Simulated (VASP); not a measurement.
Output of a VASP run:

File OSZICAR:
```
...
DAV:   6    -0.919061549420E+01    0.44587E-05   -0.24844E-05  8479   0.810E-02    0.258E-03
DAV:   7    -0.919061605821E+01   -0.56401E-06   -0.57254E-06  9073   0.248E-02
   2 F= 0.66716324E+01 E0= 0.66716560E+01  d E =-.134028E-02
       N       E                     dE             d eps       ncg     rms          rms(c)
DAV:   1    -0.918186755011E+01    0.87479E-02   -0.47367E-02  9484   0.172E+00    0.247E-01
DAV:   2    -0.918095359750E+01    0.91395E-03   -0.35272E-03  8800   0.947E-01    0.142E-01
DAV:   3    -0.918043334245E+01    0.52026E-03   -0.76961E-04 12270   0.359E-01    0.194E-02
DAV:   4    -0.918045376281E+01   -0.20420E-04   -0.27024E-04  8122   0.149E-01    0.795E-03
DAV:   5    -0.918045393997E+01   -0.17716E-06   -0.15500E-05 10474   0.444E-02    0.446E-03
DAV:   6    -0.918045348086E+01    0.45911E-06   -0.23328E-06  6044   0.249E-02
   3 F= 0.66713431E+01 E0= 0.66713640E+01  d E =-.162951E-02
       N       E                     dE             d eps       ncg     rms          rms(c)
DAV:   1    -0.918314279361E+01   -0.26889E-02   -0.25327E-01  9382   0.363E+00    0.642E-01
DAV:   2    -0.917709455756E+01    0.60482E-02   -0.12103E-02  8138   0.189E+00    0.389E-01
DAV:   3    -0.917351115710E+01    0.35834E-02   -0.59129E-03 11828   0.117E+00    0.277E-02
DAV:   4    -0.917368240819E+01   -0.17125E-03   -0.20703E-03  7974   0.495E-01    0.226E-02
DAV:   5    -0.917368111146E+01    0.12967E-05   -0.12525E-04 11132   0.845E-02    0.108E-02
DAV:   6    -0.917367950885E+01    0.16026E-05   -0.79776E-06  6768   0.434E-02    0.315E-03
DAV:   7    -0.917367953778E+01   -0.28931E-07   -0.21791E-06  5512   0.186E-02
   4 F= 0.66706681E+01 E0= 0.66707172E+01  d E =-.675078E-03
       N       E                     dE             d eps       ncg     rms          rms(c)
DAV:   1    -0.917586870326E+01   -0.21892E-02   -0.12252E-02  9382   0.803E-01    0.141E-01
DAV:   2    -0.917557848937E+01    0.29021E-03   -0.60534E-04  8077   0.426E-01    0.855E-02
DAV:   3    -0.917540512719E+01    0.17336E-03   -0.28624E-04 11930   0.256E-01    0.598E-03
DAV:   4    -0.917541326293E+01   -0.81357E-05   -0.96936E-05  7960   0.106E-01    0.498E-03
DAV:   5    -0.917541313349E+01    0.12944E-06   -0.56188E-06  7772   0.180E-02
   5 F= 0.66706117E+01 E0= 0.66706549E+01  d E =-.731436E-03
       N       E                     dE             d eps       ncg     rms          rms(c)
DAV:   1    -0.917559263841E+01   -0.17938E-03   -0.13543E-04  9435   0.832E-02    0.146E-02
DAV:   2    -0.917558952229E+01    0.31161E-05   -0.51119E-06  7817   0.386E-02    0.882E-03
DAV:   3    -0.917558769177E+01    0.18305E-05   -0.25454E-06  6744   0.259E-02    0.591E-04
DAV:   4    -0.917558782285E+01   -0.13108E-06   -0.14621E-06  4115   0.140E-02
   6 F= 0.66706126E+01 E0= 0.66706550E+01  d E =-.730540E-03
       N       E                     dE             d eps       ncg     rms          rms(c)
DAV:   1    -0.917600803619E+01   -0.42034E-03   -0.15698E-02  8961   0.814E-01    0.539E-02
DAV:   2    -0.917599814221E+01    0.98940E-05   -0.49032E-04 10991   0.258E-01    0.322E-02
DAV:   3    -0.917596980715E+01    0.28335E-04   -0.47252E-05 12255   0.992E-02    0.257E-03
DAV:   4    -0.917597108005E+01   -0.12729E-05   -0.14939E-05  8170   0.401E-02    0.198E-03
DAV:   5    -0.917597102487E+01    0.55183E-07   -0.67786E-07  4667   0.615E-03
   7 F= 0.66705423E+01 E0= 0.66705831E+01  d E =-.702873E-04
```

File OUTCAR:
```
------------------------ aborting loop because EDIFF is reached ----------------------------------------
  FORCE on cell =-STRESS in cart. coord.  units (eV):
  Direction    XX          YY          ZZ          XY          YZ          ZX
  --------------------------------------------------------------------------------------
  Total       15.8377786     15.8802680     15.8439537      0.0000000      0.0000000      0.0000000
  in kB      449.7519563    450.9585457    449.9273128      0.0000000      0.0000000      0.0000000
  external PRESSURE =       0.2126049 kB  Pullay stress =     450.0000000 kB
  volume of cell :       56.42
      direct lattice vectors                 reciprocal lattice vectors
     1.990419803 -3.504603943 -0.000000000     0.251203288 -0.142669474 -0.000000000
     1.990419803  3.504603943  0.000000000     0.251203288  0.142669474  0.000000000
     0.000000000 -0.000000000  4.044065343     0.000000000 -0.000000000  0.247275925
 POSITION                                       TOTAL-FORCE (eV/Angst)
 -----------------------------------------------------------------------------------
      1.99042      2.42983      3.72661         0.000000     -0.006134      0.011894
      1.99042      1.07477      1.70457         0.000000      0.006134      0.011894
      1.99042     -1.07477      2.33949         0.000000     -0.006134     -0.011894
      1.99042     -2.42983      0.31746         0.000000      0.006134     -0.011894
 -----------------------------------------------------------------------------------
    total drift:                                0.000000     -0.000000     -0.000000
  FREE ENERGIE OF THE ION-ELECTRON SYSTEM (eV)
  ---------------------------------------------------
  free  energy   TOTEN  =        -9.1759710249 eV

  energy  without entropy=       -9.1758486818  energy(sigma->0) =       -9.17593024
  enthalpy is  TOTEN    =         6.6705423086 eV   P V=       15.8465133335

 reached required accuracy - stopping structural energy minimisation
```
(Selected blocks of OUTCAR.)

### POSCAR
```
Ga
1
    1.9998230332    -3.5037256572     0.0000000000
    1.9998230332     3.5037256572     0.0000000000
    0.0000000000    -0.0000000000     4.0209391458
Ga
4
Direct
  0.1529613048   0.8470386952   0.9208259268
  0.3470386952   0.6529613048   0.4208259268
  0.6529613048   0.3470386952   0.5791740732
  0.8470386952   0.1529613048   0.0791740732
```

### Question
Write an INCAR and KPOINTS that could have produced this output.

### Answer
Several could match; the one computed here: the input of the run itself, PBE GGA, plane waves, VASP's PBE PAW potentials (set 64).

### KPOINTS
```
Automatic mesh
0
Gamma
9 9 8
0 0 0
```

**INCAR**
```
# general
SYSTEM   =  Ga
PREC     =  Accurate
ENCUT    =  500
LREAL    =  .FALSE.   # projection in real space or not
LASPH    =  .TRUE.   # aspherical one-centre terms

# electronic loop
EDIFF    =  1E-6
NELM     =  100
ALGO     =  Normal   # blocked Davidson
LMAXMIX  =  4   # l cut-off of mixed one-centre charges

# smearing
ISMEAR   =  1
SIGMA    =  0.1   # width (eV)

# functional
GGA      =  PE   # PBE

# ions
IBRION   =  2
NSW      =  40
ISIF     =  3   # ions, shape and volume
EDIFFG   =  -0.02   # ionic stop
PSTRESS  =  450

# output
LWAVE    =  .FALSE.
LCHARG   =  .FALSE.
```

POTCAR, in this order: Ga_d (PBE.64 set). Program: vasp_std.

The compound is Ga in the alpha structure. This run relaxes it under an external pressure of 45 GPa. Symmetry was kept, so distortions that lower it aren't found.
